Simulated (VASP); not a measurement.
Energy against volume of Al3Sc (L1_2). Computed with AM05 GGA, VASP's PBE PAW potentials (set 64) (plane waves; VASP). Numerical set-up: 520 eV cut-off, 8×8×8 Γ-centred mesh, first-order Methfessel-Paxton smearing of 0.10 eV, potentials Sc_sv Al.

| V (Å³/atom) | E (eV/atom) |
|---|---|
| 15.829 | -5.05537 |
| 16.335 | -5.07090 |
| 16.840 | -5.07602 |
| 17.345 | -5.07222 |

Q: Fit these four points and predict the energy of the run at 17.850 Å³/atom.

A: A cubic in V^(−2/3), the third-order Birch-Murnaghan form, passes through the four points with V0 = 16.86 Å³/atom and B0 = 94 GPa, and gives -5.0607 eV/atom there. The run gave -5.0609 eV/atom, -0.2 meV/atom from the fit; all five points give B0 = 93 GPa.

The compound is Al3Sc in the L1_2 structure. It was relaxed first.
